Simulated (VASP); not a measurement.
# HfN: structure and properties in VASP

Wanted: the relaxed cell of HfN and its properties. The steps: relaxing cell and atoms (PBEsol), second relaxation, density, ELF and potential (PBEsol), bands along the symmetry lines (PBEsol), density of states (PBEsol), zone-centre phonons (PBEsol) and field gradients at the nuclei (PBEsol). The start is a cell from a database of measured crystal structures.

Program: VASP 6.6.1. Level of theory: PBEsol; plane waves and PAW (Hf_pv, N). Results are calculated unless marked as measured.

The database entry behind the starting cell differs from later determinations by our own check (about 0.3 % short), so it need not match the best structure at ambient conditions.

## 1. Set-up

Before any relaxation, the start is as follows. Symmetry: Fm-3m, No. 225, cubic system. The conventional cell has a = 4.512 Å, b = 4.512 Å, c = 4.512 Å, α = 90.00°, β = 90.00°, γ = 90.00°. Hf has 6 N at 2.26 Å nearest. Nearest to N lie 6 Hf at 2.26 Å. Farther neighbours and most contacts between anions are not listed.

Coordinates:

```
Hf N
1.0
     0.00000    2.25600    2.25600
     2.25600    0.00000    2.25600
     2.25600    2.25600    0.00000
Hf N
1 1
Direct
  0.00000 0.00000 0.00000
  0.50000 0.50000 0.50000
```

## 2. Relaxing cell and atoms (PBEsol)

Properties are meant for the cell that this level of theory prefers, so cell and atoms are relaxed first (ISIF = 3) until forces and stress are small; EDIFFG sets the threshold. PBEsol restores the gradient expansion of exchange and is tuned for the cells of solids.

INCAR

```
SYSTEM = HfN
PREC = Accurate
ENCUT = 520
EDIFF = 1E-06
NELM = 100
ISMEAR = 0
SIGMA = 0.05
LREAL = .FALSE.
ALGO = Normal
GGA = PS
NBANDS = 13
LASPH = .TRUE.
LORBIT = 11
LWAVE = .FALSE.
LCHARG = .FALSE.
KPAR = 2
IBRION = 2
NSW = 60
ISIF = 3
EDIFFG = -0.01
```

POSCAR

```
HfN
1.0
    0.0000000000      2.2560000000      2.2560000000
    2.2560000000      0.0000000000      2.2560000000
    2.2560000000      2.2560000000      0.0000000000
Hf N
1 1
Direct
    0.0000000000      0.0000000000      0.0000000000
    0.5000000000      0.5000000000      0.5000000000
```

KPOINTS

```
Automatic mesh
0
Gamma
10 10 10
0 0 0
```

PAW data sets: Hf_pv and N (PBE family, release 64).

Started as:

```sh
mpirun -np 2 vasp_std
```

Output:

```text
[banner, memory and clock lines left out]
running    2 mpi-ranks, on    1 nodes
 distrk:  each k-point on    1 cores,    2 groups
 distr:  one band on    1 cores,    1 groups

 POSCAR found type information on POSCAR HfN
 POSCAR found :  2 types and       2 ions
|                                                                             |
|               ----> ADVICE to this user running VASP <----                  |
|                                                                             |
|     You enforced a specific xc type in the INCAR file but a different       |
|     [... a line on the potential file left out ...]
|     I HOPE YOU KNOW WHAT YOU ARE DOING!                                     |
|                                                                             |

 LDA part: xc-table for (Slater+PW92), standard interpolation
 POSCAR, INCAR and KPOINTS ok, starting setup
 FFT: planning ... GRIDC
 FFT: planning ... GRID_SOFT
 FFT: planning ... GRID
 WAVECAR not read
 entering main loop
       N       E                     dE             d eps       ncg     rms          rms(c)
DAV:   1     0.392353037042E+02    0.39235E+02   -0.80544E+03  1222   0.110E+03
DAV:   2    -0.234965672635E+02   -0.62732E+02   -0.59083E+02  1662   0.245E+02
DAV:   3    -0.257050950197E+02   -0.22085E+01   -0.21963E+01  1422   0.379E+01
DAV:   4    -0.257151597943E+02   -0.10065E-01   -0.10062E-01  1392   0.301E+00
DAV:   5    -0.257152341092E+02   -0.74315E-04   -0.74314E-04  1400   0.217E-01    0.506E+01
DAV:   6    -0.230789614574E+02    0.26363E+01   -0.82560E+00  1400   0.224E+01    0.421E+01
DAV:   7    -0.230121649983E+02    0.66796E-01   -0.60646E-01  1337   0.630E+00    0.258E+01
DAV:   8    -0.229891956043E+02    0.22969E-01   -0.11510E-01  1457   0.290E+00    0.539E+00
DAV:   9    -0.229827512961E+02    0.64443E-02   -0.27507E-02  1422   0.123E+00    0.196E+00
DAV:  10    -0.229823558380E+02    0.39546E-03   -0.31709E-03  1458   0.493E-01    0.491E-01
DAV:  11    -0.229822514857E+02    0.10435E-03   -0.28246E-04  1391   0.160E-01    0.485E-02
DAV:  12    -0.229822518146E+02   -0.32885E-06   -0.17908E-05  1492   0.366E-02    0.539E-03
DAV:  13    -0.229822516729E+02    0.14168E-06   -0.19001E-07   691   0.459E-03
   1 F= -.22982252E+02 E0= -.22981726E+02  d E =-.229823E+02
 curvature:   0.00 expect dE= 0.000E+00 dE for cont linesearch  0.000E+00
 trial: gam= 0.00000 g(F)=  0.184E-60 g(S)=  0.249E-01 ort = 0.000E+00 (trialstep = 0.100E+01)
 search vector abs. value=  0.249E-01
 bond charge predicted
       N       E                     dE             d eps       ncg     rms          rms(c)
DAV:   1    -0.230639995486E+02   -0.81748E-01   -0.24795E+00  1222   0.141E+01    0.558E+00
DAV:   2    -0.229920069971E+02    0.71993E-01   -0.10949E-01  1342   0.289E+00    0.258E+00
DAV:   3    -0.229707210368E+02    0.21286E-01   -0.40517E-02  1282   0.183E+00    0.170E+00
DAV:   4    -0.229696380915E+02    0.10829E-02   -0.37622E-03  1517   0.527E-01    0.101E+00
DAV:   5    -0.229695705207E+02    0.67571E-04   -0.26770E-04  1585   0.133E-01    0.293E-02
DAV:   6    -0.229695697255E+02    0.79516E-06   -0.13450E-05  1302   0.362E-02    0.181E-02
DAV:   7    -0.229695690041E+02    0.72138E-06   -0.42507E-07   814   0.589E-03
   2 F= -.22969569E+02 E0= -.22969032E+02  d E =0.126827E-01
 trial-energy change:    0.012683  1 .order    0.013209   -0.024944    0.051361
 step:   0.3361(harm=  0.3269)  dis= 0.00000  next Energy=   -22.986464 (dE=-0.421E-02)
 bond charge predicted
       N       E                     dE             d eps       ncg     rms          rms(c)
DAV:   1    -0.230279239109E+02   -0.58354E-01   -0.10847E+00  1222   0.934E+00    0.371E+00
DAV:   2    -0.229964151351E+02    0.31509E-01   -0.49584E-02  1352   0.193E+00    0.175E+00
DAV:   3    -0.229870737731E+02    0.93414E-02   -0.18022E-02  1282   0.120E+00    0.116E+00
DAV:   4    -0.229865556684E+02    0.51810E-03   -0.19600E-03  1507   0.373E-01    0.657E-01
DAV:   5    -0.229865058538E+02    0.49815E-04   -0.16274E-04  1585   0.107E-01    0.237E-02
DAV:   6    -0.229865046435E+02    0.12103E-05   -0.10001E-05  1277   0.304E-02    0.137E-02
DAV:   7    -0.229865047599E+02   -0.11645E-06   -0.31490E-07   761   0.507E-03
   3 F= -.22986505E+02 E0= -.22985977E+02  d E =-.425309E-02
 curvature:  -0.16 expect dE=-0.280E-06 dE for cont linesearch -0.280E-06
 trial: gam=-0.00822 g(F)=  0.108E-59 g(S)=  0.171E-05 ort = 0.207E-03 (trialstep = 0.867E+00)
 search vector abs. value=  0.218E-09
 reached required accuracy - stopping structural energy minimisation
```

The job ended after 13 s (2 MPI ranks of Intel Xeon Platinum 8259CL at 2.50GHz (Skylake/Cascade Lake), shared host; peak memory 0.29 GiB).

Lines that name or quote the potential files are left out of all logs, and their timing lines are given in words.

Parts of OUTCAR (step 2):

```text
ion  position               nearest neighbor table
   1  0.000  0.000  0.000-   2 2.26   2 2.26   2 2.26   2 2.26   2 2.26   2 2.26
   2  0.500  0.500  0.500-   1 2.26   1 2.26   1 2.26   1 2.26   1 2.26   1 2.26

  LATTYP: Found a face centered cubic cell.
 ALAT       =     4.5120000000

 Subroutine GETGRP returns: Found 48 space group operations
 (whereof 48 operations were pure point group operations)

The static configuration has the point symmetry O_h .

 Found     47 irreducible k-points:

   k-points           NKPTS =     47   k-points in BZ     NKDIM =     47   number of bands    NBANDS=     13

   dimension x,y,z NGX =    24 NGY =   24 NGZ =   24
   dimension x,y,z NGXF=    48 NGYF=   48 NGZF=   48

   ENCUT  =  520.0 eV  38.22 Ry    6.18 a.u.   5.93  5.93  5.93*2*pi/ulx,y,z

   NELECT =      15.0000    total number of electrons

 k-points in reciprocal lattice and weights: Automatic mesh
   0.00000000  0.00000000  0.00000000       0.001
   0.10000000  0.00000000  0.00000000       0.008
   0.20000000  0.00000000  0.00000000       0.008
   0.30000000  0.00000000  0.00000000       0.008
   0.40000000  0.00000000  0.00000000       0.008
   0.50000000  0.00000000  0.00000000       0.004
   0.10000000  0.10000000  0.00000000       0.006
   0.20000000  0.10000000  0.00000000       0.024
   0.30000000  0.10000000  0.00000000       0.024
[...]
-0.30000000  0.40000000  0.20000000       0.024
  -0.30000000  0.50000000  0.20000000       0.012

 average (electrostatic) potential at core
       1 -34.2134       2 -61.5344

 E-fermi :   8.3900

 k-point     1 :       0.0000    0.0000    0.0000
  band No.  band energies     occupation
    ...
      6       5.3506      2.00000
      7       5.3506      2.00000
      8       7.9824      2.00000
      9       7.9824      2.00000
     10       7.9824      2.00000
     11      10.3487      0.00000
     12      10.3531      0.00000
     13      10.3531      0.00000

 k-point     2 :       0.1000    0.0000    0.0000
  band No.  band energies     occupation
    ...
      6       4.7850      2.00000
      7       4.7850      2.00000
      8       8.2239      2.00000
      9       8.3184      1.95701
     10       8.3184      1.95701
     11      11.0474      0.00000
     12      11.1177      0.00000
     13      11.1177      0.00000

 k-point     3 :       0.2000    0.0000    0.0000
  band No.  band energies     occupation
    ...
      3     -22.6519      2.00000
      4      -8.3033      2.00000
      5       2.7096      2.00000
      6       3.7600      2.00000
      7       3.7600      2.00000
      8       8.6246      0.00000
      9       9.1552      0.00000
     10       9.1552      0.00000
     11      12.4982      0.00000
     12      12.8367      0.00000
    ...

  Total       -0.0048668     -0.0048668     -0.0048668     -0.0000000     -0.0000000     -0.0000000
  in kB       -0.3444450     -0.3444450     -0.3444450     -0.0000000     -0.0000000     -0.0000000
  external PRESSURE =      -0.3444450 kB  Pullay stress =       0.0000000 kB

  energy-cutoff  :      520.00
  volume of cell :       22.64
      direct lattice vectors                 reciprocal lattice vectors
     0.000000000  2.245261038  2.245261038    -0.222691256  0.222691256  0.222691256
     2.245261038  0.000000000  2.245261038     0.222691256 -0.222691256  0.222691256
     2.245261038  2.245261038 -0.000000000     0.222691256  0.222691256 -0.222691256

 POSITION                                       TOTAL-FORCE (eV/Angst)
 -----------------------------------------------------------------------------------
      0.00000      0.00000      0.00000        -0.000000     -0.000000     -0.000000
      2.24526      2.24526      2.24526         0.000000      0.000000      0.000000
 -----------------------------------------------------------------------------------
    total drift:                                0.000000     -0.000000     -0.000000

  FREE ENERGIE OF THE ION-ELECTRON SYSTEM (eV)
  ---------------------------------------------------
  free  energy   TOTEN  =       -22.9865047599 eV

  energy  without entropy=      -22.9854501557  energy(sigma->0) =      -22.98597746

 reached required accuracy - stopping structural energy minimisation

 total charge
# of ion       s       p       d       tot
------------------------------------------
    1        0.297   6.602   1.808   8.707
    2        1.228   2.508   0.000   3.736
--------------------------------------------------
tot          1.525   9.110   1.808  12.443

[... 3 further parts left out ...]
```

CONTCAR:

```
HfN
   1.00000000000000
     0.0000000000000000    2.2452610381457161    2.2452610381457161
     2.2452610381457161    0.0000000000000000    2.2452610381457161
     2.2452610381457161    2.2452610381457161   -0.0000000000000000
  Hf              N
     1     1
Direct
     0.0000000000000000    0.0000000000000000    0.0000000000000000
     0.5000000000000000    0.5000000000000000    0.5000000000000000
```

This run has no spin polarisation. Its electron count is odd, so without a moment it is a metal by construction. Harder data sets than Hf_pv exist (the GW ones), and pressures, volumes and forces can shift noticeably with them. The PAW data sets were made with PBE, which is usual practice but a small mismatch for other functionals. The run keeps the 48 symmetry operations of its start, so it cannot find a distortion of lower symmetry.

Step by step:

```
step  energy less that of the first step (eV)  largest force (eV/Å)  pressure (GPa)  volume (Å³)
   1                                   0.0000                0.0000           -4.10        22.96
   2                                   0.0127                0.0000            8.80        22.00
   3                                  -0.0043                0.0000           -0.03        22.64
```

```
conventional cell, symmetrised  before  after  change
                         a (Å)   4.512  4.491  -0.5 %
                         b (Å)   4.512  4.491  -0.5 %
                         c (Å)   4.512  4.491  -0.5 %
              volume (Å³/atom)   11.48  11.32  -1.4 %
```

The relaxed structure:

```
Hf N
1.0
     0.00000    2.24526    2.24526
     2.24526    0.00000    2.24526
     2.24526    2.24526    0.00000
Hf N
1 1
Direct
  0.00000 0.00000 0.00000
  0.50000 0.50000 0.50000
```

Numbers from this step:

```yaml
electrons: 15
bands: 13
irreducible_k_points: 47
symmetry_operations: 48
free_energy_toten: -22.99 eV
energy_at_zero_smearing: -22.99 eV
fermi_energy: 8.39 eV
pressure: -0.03444 GPa
metallic: yes
scf_cycles_over_all_ionic_steps: 27
```

It ends with forces that vanish by symmetry and a pressure of -0.03 GPa. The volume lies -1.4 % from that of the database's start, which holds the thermal and zero-point expansion of its experiment.

## 3. Second relaxation

A relaxation keeps the plane waves of the cell it began with, so it is repeated from the new cell, on a basis made for it.

INCAR is that of step 2.

POSCAR

```
HfN
1.0
    0.0000000000      2.2452610381      2.2452610381
    2.2452610381      0.0000000000      2.2452610381
    2.2452610381      2.2452610381      0.0000000000
Hf N
1 1
Direct
    0.0000000000      0.0000000000      0.0000000000
    0.5000000000      0.5000000000      0.5000000000
```

KPOINTS is that of step 2.

Started as:

```sh
mpirun -np 2 vasp_std
```

Output:

```text
[banner, memory and clock lines left out]
running    2 mpi-ranks, on    1 nodes
 distrk:  each k-point on    1 cores,    2 groups
 distr:  one band on    1 cores,    1 groups

 POSCAR found type information on POSCAR HfN
 POSCAR found :  2 types and       2 ions
 [... a notice as in an earlier step ...]

 LDA part: xc-table for (Slater+PW92), standard interpolation
 POSCAR, INCAR and KPOINTS ok, starting setup
 FFT: planning ... GRIDC
 FFT: planning ... GRID_SOFT
 FFT: planning ... GRID
 WAVECAR not read
 entering main loop
       N       E                     dE             d eps       ncg     rms          rms(c)
DAV:   1     0.358928124151E+02    0.35893E+02   -0.79587E+03  1222   0.109E+03
DAV:   2    -0.236697135638E+02   -0.59563E+02   -0.56031E+02  1658   0.241E+02
DAV:   3    -0.257087501550E+02   -0.20390E+01   -0.20287E+01  1382   0.370E+01
DAV:   4    -0.257182327474E+02   -0.94826E-02   -0.94811E-02  1402   0.285E+00
DAV:   5    -0.257183033361E+02   -0.70589E-04   -0.70588E-04  1413   0.211E-01    0.521E+01
DAV:   6    -0.230786420752E+02    0.26397E+01   -0.81859E+00  1400   0.225E+01    0.431E+01
DAV:   7    -0.230147582122E+02    0.63884E-01   -0.58344E-01  1332   0.627E+00    0.261E+01
DAV:   8    -0.229925648593E+02    0.22193E-01   -0.10360E-01  1462   0.277E+00    0.525E+00
DAV:   9    -0.229867631230E+02    0.58017E-02   -0.24892E-02  1427   0.118E+00    0.196E+00
DAV:  10    -0.229863836057E+02    0.37952E-03   -0.29558E-03  1445   0.480E-01    0.484E-01
DAV:  11    -0.229862884674E+02    0.95138E-04   -0.26002E-04  1396   0.155E-01    0.499E-02
DAV:  12    -0.229862885752E+02   -0.10777E-06   -0.16676E-05  1505   0.353E-02    0.523E-03
DAV:  13    -0.229862884218E+02    0.15340E-06   -0.19413E-07   681   0.465E-03
   1 F= -.22986288E+02 E0= -.22985761E+02  d E =-.229863E+02
 curvature:   0.00 expect dE= 0.000E+00 dE for cont linesearch  0.000E+00
 trial: gam= 0.00000 g(F)=  0.114E-59 g(S)=  0.347E-05 ort = 0.000E+00 (trialstep = 0.100E+01)
 search vector abs. value=  0.347E-05
 reached required accuracy - stopping structural energy minimisation
```

Wall time 6.2 s (2 MPI ranks); peak memory 0.27 GiB.

OUTCAR, selected parts (step 3):

```text
  LATTYP: Found a face centered cubic cell.
 ALAT       =     4.4905220762

The static configuration has the point symmetry O_h .

 Found     47 irreducible k-points:

   ENCUT  =  520.0 eV  38.22 Ry    6.18 a.u.   5.90  5.90  5.90*2*pi/ulx,y,z

   NELECT =      15.0000    total number of electrons

 E-fermi :   8.3900

 k-point     1 :       0.0000    0.0000    0.0000
  band No.  band energies     occupation
    ...
      6       5.3508      2.00000
      7       5.3508      2.00000
      8       7.9823      2.00000
      9       7.9823      2.00000
     10       7.9823      2.00000
     11      10.3488      0.00000
     12      10.3531      0.00000
     13      10.3531      0.00000

 k-point     2 :       0.1000    0.0000    0.0000
  band No.  band energies     occupation
    ...
      6       4.7852      2.00000
      7       4.7852      2.00000
      8       8.2239      2.00000
      9       8.3184      1.95717
     10       8.3184      1.95717
     11      11.0475      0.00000
     12      11.1178      0.00000
     13      11.1178      0.00000

  Total       -0.0069285     -0.0069285     -0.0069285      0.0000000      0.0000000      0.0000000
  in kB       -0.4903665     -0.4903665     -0.4903665      0.0000000      0.0000000      0.0000000
  external PRESSURE =      -0.4903665 kB  Pullay stress =       0.0000000 kB

  energy-cutoff  :      520.00
  volume of cell :       22.64
      direct lattice vectors                 reciprocal lattice vectors
     0.000000000  2.245261038  2.245261038    -0.222691256  0.222691256  0.222691256
     2.245261038  0.000000000  2.245261038     0.222691256 -0.222691256  0.222691256
     2.245261038  2.245261038  0.000000000     0.222691256  0.222691256 -0.222691256

 POSITION                                       TOTAL-FORCE (eV/Angst)
 -----------------------------------------------------------------------------------
      0.00000      0.00000      0.00000         0.000000      0.000000      0.000000
      2.24526      2.24526      2.24526        -0.000000     -0.000000     -0.000000
 -----------------------------------------------------------------------------------
    total drift:                                0.000000     -0.000000     -0.000000

  FREE ENERGIE OF THE ION-ELECTRON SYSTEM (eV)
  ---------------------------------------------------
  free  energy   TOTEN  =       -22.9862884218 eV

  energy  without entropy=      -22.9852334489  energy(sigma->0) =      -22.98576094

 total charge
# of ion       s       p       d       tot
------------------------------------------
    1        0.297   6.602   1.808   8.707
    2        1.228   2.508   0.000   3.736
--------------------------------------------------
tot          1.526   9.109   1.808  12.443

[... 5 parts as in an earlier step ...]

[... 6 further parts left out ...]
```

Little changed from the start: no atom moved by 0.005 Å and no cell edge by 0.1 %.

This step gave:

* pressure: -0.04904 GPa
* SCF cycles over all ionic steps: 13

It ends with forces that vanish by symmetry and a pressure of -0.05 GPa. The volume moved by under 0.01 %: the run met its threshold at the first step.

[end of part 1 of 4]

[Lines on the potential files, build, host, timing and source positions are cut from VASP's logs without a mark.]

[Logs are printed without paths, hosts, clocks, repeated set-up lines and the standing remarks that a program may print on its own settings, such as how far it seeks lower states.]

[Hosts, paths, dates, database ids (printed as entryN), source tags and the programs' standing remarks are cut or masked in the printed files.]

[A measured line is paired with the nearest computed mode of its activity, which favours agreement.]
